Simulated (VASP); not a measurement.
An input for Ansatz (written as the equivalent of a VASP run, and not itself run):

Ansatz 0.2 input:
```yaml
crystal:
  lattice:
    - [0.0000000, 2.6266621, 2.6266621]
    - [2.6266621, 0.0000000, 2.6266621]
    - [2.6266621, 2.6266621, 0.0000000]
  atoms:
    - { symbol: Zr, position: [0.0000000, 0.0000000, 0.0000000] }
    - { symbol: O, position: [0.2500000, 0.2500000, 0.2500000] }
    - { symbol: O, position: [0.7500000, 0.7500000, 0.7500000] }
kpoints:
  mp_grid: { grid: [7, 7, 7] }
hamiltonian:
  xc: rpbe
  pseudopotentials: { kind: paw }
scf:
  occupations: { method: gaussian, width: 0.05 }
  max_iter: 100
output: { forces: true, stress: true, eigenvalues: true }
```

Problem. Write the VASP files for the same calculation (RPBE).

Solution. Several could match; the one computed here: 
### POSCAR
```
ZrO2
1.0
  0.0000000000   2.6266621366   2.6266621366
  2.6266621366   0.0000000000   2.6266621366
  2.6266621366   2.6266621366   0.0000000000
Zr O
1 2
Cartesian
  0.0000000000   0.0000000000   0.0000000000
  1.3133310683   1.3133310683   1.3133310683
  3.9399932049   3.9399932049   3.9399932049
```

INCAR:
```
SYSTEM = ZrO2
PREC = Accurate
ENCUT = 520
EDIFF = 1E-7
NELM = 100
ALGO = Normal
LREAL = .FALSE.
LASPH = .TRUE.
ISMEAR = 0
SIGMA = 0.05
GGA = RP
LMAXMIX = 4
LWAVE = .FALSE.
LCHARG = .FALSE.
ISIF = 2
```

### KPOINTS
```
Automatic mesh
0
Gamma
7 7 7
0 0 0
```

POTCAR, in this order: Zr_sv O (PBE.64 set). Program: vasp_std.

What does not carry over: each code has its own PAW files, so the cut-off isn't converted (ENCUT is set for VASP's; basis.ecutwfc is left out, and Ansatz then takes the one that its files recommend); Ansatz stops its SCF on the density residual and VASP on the energy change (EDIFF).

The compound is ZrO2 in the fluorite structure, the high-temperature cubic form, which is unstable at 0 K; the monoclinic form is the stable one. This cell is one point of a volume scan, at 1.06 of the reference volume.
